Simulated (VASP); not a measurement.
VASP ran on this input.

**KPOINTS**
```
Automatic mesh
0
Gamma
11 11 5
0 0 0
```

INCAR:
```
SYSTEM = Cd
PREC = Accurate
ENCUT = 400
EDIFF = 1E-6
NELM = 100
ALGO = Normal
LREAL = .FALSE.
LASPH = .TRUE.
ISMEAR = 1
SIGMA = 0.1
GGA = PE
LMAXMIX = 4
LWAVE = .FALSE.
LCHARG = .FALSE.
ISIF = 2
LEPSILON = .TRUE.
```

**POSCAR**
```
Cd
1
    1.4900000000    -2.5807560000     0.0000000000
    1.4900000000     2.5807560000     0.0000000000
    0.0000000000     0.0000000000     5.6200000000
Cd
2
Direct
  0.3333330000   0.6666670000   0.2500000000
  0.6666670000   0.3333330000   0.7500000000
```

POTCAR, in this order: Cd (PBE.64 set). Program: vasp_std.

What happens when VASP runs on this input?

There is a fault: LEPSILON was set for a metal. The run ends without an error. Against the sound run, the energy per atom (σ→0) hardly moves; the pressure stays essentially unchanged.

**standard output**
```
...
       N       E                     dE             d eps       ncg     rms          rms(c)
RMM:   1    -0.424869397978E+01   -0.42487E+01   -0.27542E+01  2362   0.298E+00
RMM:   2    -0.439919060904E+01   -0.15050E+00   -0.16739E-02  2377   0.426E-01
RMM:   3    -0.439922191077E+01   -0.31302E-04   -0.42012E-04  2372   0.367E-02
RMM:   4    -0.439922474126E+01   -0.28305E-05   -0.65520E-06  1490   0.462E-03
RMM:   5    -0.439922498872E+01   -0.24745E-06   -0.94309E-07   784   0.108E-03
 change of polarisation eV/A/(eV/A) component  3 :    -5.344     2.618     8.798
 dielectric tensor                  component  3 :   -22.375    10.960    37.836
 Linear response to external field, progress :
  Direction:   1
       N       E                     dE             d eps       ncg     rms          rms(c)
RMM:   1    -0.602702453416E+02   -0.60270E+02   -0.55135E+02  5362   0.304E+00
RMM:   2    -0.122456524166E+03   -0.62186E+02   -0.13013E-01  5419   0.498E-01    0.788E+00
RMM:   3    -0.122355271708E+03    0.10125E+00   -0.10044E-01  5214   0.275E+00    0.471E+00
RMM:   4    -0.122879597988E+03   -0.52433E+00   -0.23286E-01  5445   0.402E+00    0.556E-01
RMM:   5    -0.122955004413E+03   -0.75406E-01   -0.55490E-03  5439   0.639E-01    0.699E-02
RMM:   6    -0.122957007331E+03   -0.20029E-02    0.89685E-04  5616   0.113E-01    0.371E-02
RMM:   7    -0.122963726427E+03   -0.67191E-02   -0.60162E-04  5644   0.424E-02    0.588E-03
RMM:   8    -0.122964231642E+03   -0.50521E-03   -0.74519E-04  5693   0.679E-03    0.289E-03
RMM:   9    -0.122964667680E+03   -0.43604E-03   -0.34122E-04  4797   0.289E-03    0.318E-04
RMM:  10    -0.122964679708E+03   -0.12029E-04   -0.26238E-04  3059   0.825E-04    0.948E-05
RMM:  11    -0.122964667921E+03    0.11787E-04   -0.25459E-04  2368   0.721E-04    0.330E-05
RMM:  12    -0.122964668156E+03   -0.23565E-06   -0.23206E-04  1667   0.651E-04    0.755E-06
 change of polarisation eV/A/(eV/A) component  1 :   244.273  -138.023    -3.340
 dielectric tensor                  component  1 :  1023.683  -577.853   -13.983
 Linear response to external field, progress :
  Direction:   2
       N       E                     dE             d eps       ncg     rms          rms(c)
RMM:   1    -0.594854844012E+02   -0.59485E+02   -0.54350E+02  5561   0.315E+00
RMM:   2    -0.122397835446E+03   -0.62912E+02    0.26678E-01  5395   0.525E-01    0.783E+00
RMM:   3    -0.122330690514E+03    0.67145E-01    0.74955E-01  5233   0.274E+00    0.468E+00
RMM:   4    -0.122857820407E+03   -0.52713E+00   -0.20040E-01  5385   0.403E+00    0.556E-01
RMM:   5    -0.122933980782E+03   -0.76160E-01    0.26393E-02  5447   0.634E-01    0.683E-02
RMM:   6    -0.122936270645E+03   -0.22899E-02    0.26541E-03  5602   0.111E-01    0.370E-02
RMM:   7    -0.122942944411E+03   -0.66738E-02    0.24497E-03  5653   0.424E-02    0.566E-03
RMM:   8    -0.122943399713E+03   -0.45530E-03    0.21215E-03  5756   0.735E-03    0.306E-03
RMM:   9    -0.122943865354E+03   -0.46564E-03    0.24845E-03  4835   0.299E-03    0.508E-04
RMM:  10    -0.122943899984E+03   -0.34630E-04    0.21017E-03  3093   0.858E-04    0.998E-05
RMM:  11    -0.122943910830E+03   -0.10846E-04    0.21700E-03  2367   0.729E-04    0.254E-05
RMM:  12    -0.122943893112E+03    0.17718E-04    0.20944E-03  1853   0.703E-04    0.105E-05
RMM:  13    -0.122943911578E+03   -0.18466E-04    0.20336E-03  1638   0.699E-04    0.530E-06
 change of polarisation eV/A/(eV/A) component  2 :  -138.012   244.219    -1.771
 dielectric tensor                  component  2 :  -577.809  1023.460    -7.413
 Linear response to external field, progress :
  Direction:   3
       N       E                     dE             d eps       ncg     rms          rms(c)
RMM:   1    -0.424869397979E+01   -0.42487E+01   -0.27542E+01  2362   0.298E+00
RMM:   2    -0.439919054445E+01   -0.15050E+00   -0.16739E-02  2376   0.426E-01    0.164E+00
RMM:   3    -0.435596217083E+01    0.43228E-01   -0.46742E-02  1948   0.163E+00    0.884E-01
RMM:   4    -0.439569452272E+01   -0.39732E-01   -0.51905E-02  2187   0.163E+00    0.247E-01
RMM:   5    -0.441675063366E+01   -0.21056E-01   -0.13540E-03  2388   0.322E-01    0.275E-02
RMM:   6    -0.441707024977E+01   -0.31962E-03   -0.19583E-05  2442   0.365E-02    0.125E-02
RMM:   7    -0.441790639870E+01   -0.83615E-03   -0.15060E-06  2451   0.144E-02    0.150E-03
RMM:   8    -0.441791860516E+01   -0.12206E-04    0.19357E-07  1668   0.129E-03    0.540E-04
RMM:   9    -0.441792501024E+01   -0.64051E-05    0.25593E-08  1188   0.745E-04    0.830E-05
RMM:  10    -0.441792881878E+01   -0.38085E-05   -0.12071E-07   586   0.403E-04    0.157E-05
RMM:  11    -0.441792937645E+01   -0.55767E-06   -0.17107E-07   456   0.390E-04    0.128E-05
 change of polarisation eV/A/(eV/A) component  3 :    -5.390     2.642     8.655
 dielectric tensor                  component  3 :   -22.567    11.059    37.234
 Born effective charges drift removed
```

### OUTCAR
```
------------------------ aborting loop because EDIFF is reached ----------------------------------------

 HEAD OF MICROSCOPIC STATIC DIELECTRIC TENSOR (INDEPENDENT PARTICLE, excluding Hartree and local field effects)
 ------------------------------------------------------
        1026.545152     0.000000     0.000000
           0.000000  1026.545388     0.000000
           0.000000    -0.000000    37.836059
 ------------------------------------------------------

 MACROSCOPIC STATIC DIELECTRIC TENSOR (including local field effects in DFT)
 ------------------------------------------------------
        1023.571256     0.000000     0.000000
           0.000000  1023.571492     0.000000
           0.000000    -0.000000    37.234002
 ------------------------------------------------------

 PIEZOELECTRIC TENSOR (including local field effects)  for field in x, y, z        (e  Angst)
          XX          YY          ZZ          XY          YZ          ZX
  --------------------------------------------------------------------------------
  x     0.00000     0.00000     0.00000     0.00000     0.00000     0.00000
  y     0.00000     0.00000     0.00000     0.00000     0.00000     0.00000
  z     0.00000     0.00000     0.00000     0.00000     0.00000     0.00000

 PIEZOELECTRIC TENSOR (including local field effects)  for field in x, y, z        (C/m^2)
          XX          YY          ZZ          XY          YZ          ZX
  --------------------------------------------------------------------------------
  x     0.00000     0.00000     0.00000     0.00000     0.00000     0.00000
  y     0.00000     0.00000     0.00000     0.00000     0.00000     0.00000
  z     0.00000     0.00000     0.00000     0.00000     0.00000     0.00000

 BORN EFFECTIVE CHARGES (including local field effects) (in |e|, cummulative output)
 ---------------------------------------------------------------------------------
 ion    1
    1     0.00000     0.00000     0.00000
    2     0.00000     0.00000     0.00000
    3     0.00000     0.00000     0.00000
 ion    2
    1     0.00000     0.00000     0.00000
    2     0.00000     0.00000     0.00000
    3     0.00000     0.00000     0.00000
```
(Selected blocks of OUTCAR.)

To mend it, drop LEPSILON, since a metal has no finite static dielectric tensor or Born charges. The plain static run on this cell (PBE GGA, plane waves, VASP's PBE PAW potentials (set 64)) converges, and its OSZICAR ends with
```
   1 F= -.14452467E+01 E0= -.14451882E+01  d E =-.175530E-03
```

The compound is Cd in the hcp structure. The cell was not relaxed at this level.
